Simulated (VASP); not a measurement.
Input of a VASP 6.6.1 run:

INCAR

```
ALGO     = Normal         # electronic algorithm
EDIFF    = 1E-6           # SCF threshold, eV
ENCUT    = 450            # plane-wave cutoff, eV
GGA      = PE             # functional
ISIF     = 2              # what is computed and relaxed
ISMEAR   = 0              # smearing method
KPAR     = 4            
LASPH    = T              # aspherical terms in the spheres
LCHARG   = F              # write CHGCAR
LMAXMIX  = 4              # l up to which the mixer works
LREAL    = F              # projectors in reciprocal space
LWAVE    = F              # write WAVECAR
NELM     = 120            # most SCF steps
PREC     = Accurate       # precision mode
SIGMA    = 0.02           # smearing width, eV
```

Contents of KPOINTS:

```
k-points
0
Gamma
  8 8 12
```

Contents of POSCAR:

```
TiO2                                    
1.0
    4.6447927350      0.0000000000      0.0000000000
    0.0000000000      4.6447927350      0.0000000000
    0.0000000000      0.0000000000      2.9669017091
  Ti              O             
     2     4
Direct
     0.5000000000000000    0.5000000000000000    0.0000000000000000
     0.0000000000000000    0.0000000000000000    0.5000000000000000
     0.6949785649527698    0.6949785649527698    0.5000000000000000
     0.8050214350472302    0.1949785649527698    0.0000000000000000
     0.1949785649527698    0.8050214350472302    0.0000000000000000
     0.3050214350472302    0.3050214350472302    0.5000000000000000
```

Contents of KPOINTS_OPT:

```
path GXMGZRAZ,XR,MA
10
line-mode
reciprocal
 0.0000000000  0.0000000000  0.0000000000  G
 0.0000000000  0.5000000000  0.0000000000  X

 0.0000000000  0.5000000000  0.0000000000  X
 0.5000000000  0.5000000000  0.0000000000  M

 0.5000000000  0.5000000000  0.0000000000  M
 0.0000000000  0.0000000000  0.0000000000  G

 0.0000000000  0.0000000000  0.0000000000  G
 0.0000000000  0.0000000000  0.5000000000  Z

 0.0000000000  0.0000000000  0.5000000000  Z
 0.0000000000  0.5000000000  0.5000000000  R

 0.0000000000  0.5000000000  0.5000000000  R
 0.5000000000  0.5000000000  0.5000000000  A

 0.5000000000  0.5000000000  0.5000000000  A
 0.0000000000  0.0000000000  0.5000000000  Z

 0.0000000000  0.5000000000  0.0000000000  X
 0.0000000000  0.5000000000  0.5000000000  R

 0.5000000000  0.5000000000  0.0000000000  M
 0.5000000000  0.5000000000  0.5000000000  A
```

Potentials or basis: VASP PAW PBE potentials, release 64 (Ti_sv, O).

Command:

```sh
$ cat potpaw_PBE.64/Ti_sv/POTCAR potpaw_PBE.64/O/POTCAR > POTCAR
$ mpirun -np 4 vasp_std > vasp.out
```

Q: Estimate the band gap along the path.

A: 1.83 eV, direct.

Q: Predict the largest force.

A: 0.007 eV/Å.

Forces in eV/Å, atoms in the order of the input:
```
Ti   0.000  0.000  0.000
Ti   0.000  0.000  0.000
O    0.005  0.005  0.000
O   -0.005  0.005  0.000
O    0.005 -0.005  0.000
O   -0.005 -0.005  0.000
```

**The experiment to reproduce.**

“Shallow Valence Band of Rutile GeO2 and P-type Doping”, 2020, arxiv:2011.08928 quotes, for a bulk crystal of TiO2 at 1.6 K: band gap 3.03 eV (direct).

A measured gap of TiO2 is 3.03 eV (direct; 1.6 K; quoted in “Shallow Valence Band of Rutile GeO2 and P-type Doping”, 2020, arxiv:2011.08928); the calculated 1.83 eV misses it by -1.20 eV. 2 values of this kind are on record in papers (3.03 to 3.05 eV); this one was drawn at random among those near their median. The value is that of PBE, without temperature or zero-point motion. Semilocal functionals fall short of measured gaps as a rule. The cell is a database's relaxed one, not the measured one, which moves gaps too.
